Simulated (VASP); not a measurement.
## SnO2 (rutile): computed properties

Calculation: r2SCAN meta-GGA, VASP's PBE PAW potentials (set 64) (plane waves; VASP 6.6.1).

space group: P4_2/mnm (136)
cell: a = b = 4.765 Å, c = 3.208 Å, α = β = γ = 90.00°
volume per atom: 12.14 Å³/atom
band gap (over mesh and band path): 1.73 eV
smallest direct gap (over mesh and band path): 1.73 eV
band-edge character without spin-orbit coupling: direct, Γ to Γ
band gap with spin-orbit coupling: 1.73 eV
density: 6.87 g/cm³

```
SnO2
1.0
    4.76516     0.00000     0.00000
    0.00000     4.76516     0.00000
    0.00000     0.00000     3.20844
Sn O
2 4
Direct
  0.00000   0.00000   0.00000
  0.50000   0.50000   0.50000
  0.30585   0.30585   0.00000
  0.80585   0.19415   0.50000
  0.19415   0.80585   0.50000
  0.69415   0.69415   0.00000
```

Measured: a 4.737 Å (computed value off by +0.6 %), c 3.186 Å (computed value off by +0.7 %), as given by Zenji Hiroi, Progress in Solid State Chemistry (2015), arXiv:1503.02262. The calculation is for a static lattice, while the measured a, c hold thermal and zero-point effects, which are part of the difference. Unless said otherwise, spin-orbit coupling is left out, though it shifts the bands of the heavy elements here.

The compound is SnO2 in the rutile structure. It was relaxed first. Symmetry was kept, so distortions that lower it aren't found.
